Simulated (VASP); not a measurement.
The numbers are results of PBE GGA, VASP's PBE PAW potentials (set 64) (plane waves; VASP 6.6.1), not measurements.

VASP input:

**INCAR**
```
SYSTEM = TiC
PREC = Accurate
ENCUT = 520
EDIFF = 1E-6
NELM = 100
ALGO = Normal
LREAL = .FALSE.
LASPH = .TRUE.
ISMEAR = 1
SIGMA = 0.1
GGA = PE
LMAXMIX = 4
LWAVE = .FALSE.
LCHARG = .FALSE.
ISIF = 2
```

### POSCAR
```
TiC
1
    0.0000000000     2.1474670000     2.1819300000
    2.2113730000     0.0000000000     2.1819300000
    2.2113730000     2.1474670000     0.0000000000
Ti C
1 1
Direct
  0.0000000000   0.0000000000   0.0000000000
  0.4802620000   0.5197380000   0.5197380000
```

### KPOINTS
```
K-points
0
Monkhorst
11 11 11
0 0 0
```

POTCAR, in this order: Ti_sv C (PBE.64 set). Program: vasp_std.

Gaps are read on the run's mesh, which can miss a band edge.

Estimate the energy per atom (σ→0), pressure, largest force, band gap (on the k-mesh).

```json
{
  "energy per atom (σ→0)": "-9.333 eV/atom",
  "band gap (on the k-mesh)": "none (metal, semimetal or under 0.01 eV)",
  "pressure": "-3.28 GPa",
  "largest_force": "0.625 eV/Å"
}
```

**OSZICAR**
```
...
DAV:   9    -0.186715147167E+02    0.41541E-02   -0.18675E-01  5664   0.556E+00    0.834E-01
DAV:  10    -0.186679569808E+02    0.35577E-02   -0.18106E-02  7612   0.188E+00    0.611E-01
DAV:  11    -0.186660433231E+02    0.19137E-02   -0.81685E-03  5460   0.141E+00    0.130E-01
DAV:  12    -0.186660554494E+02   -0.12126E-04   -0.47745E-04  6060   0.269E-01    0.419E-02
DAV:  13    -0.186660384979E+02    0.16951E-04   -0.34910E-05  6488   0.755E-02    0.133E-02
DAV:  14    -0.186660371804E+02    0.13175E-05   -0.27453E-06  5496   0.170E-02    0.310E-03
DAV:  15    -0.186660371122E+02    0.68207E-07   -0.18869E-07  2800   0.642E-03
   1 F= -.18666037E+02 E0= -.18666081E+02  d E =0.131926E-03
```

The compound is TiC in the rock salt structure. The cell was not relaxed at this level, atoms are displaced from their ideal sites. The run is one of a series of settings (KPOINTS 11×11×11 Monkhorst-Pack mesh against the base run), some of them coarse on purpose.
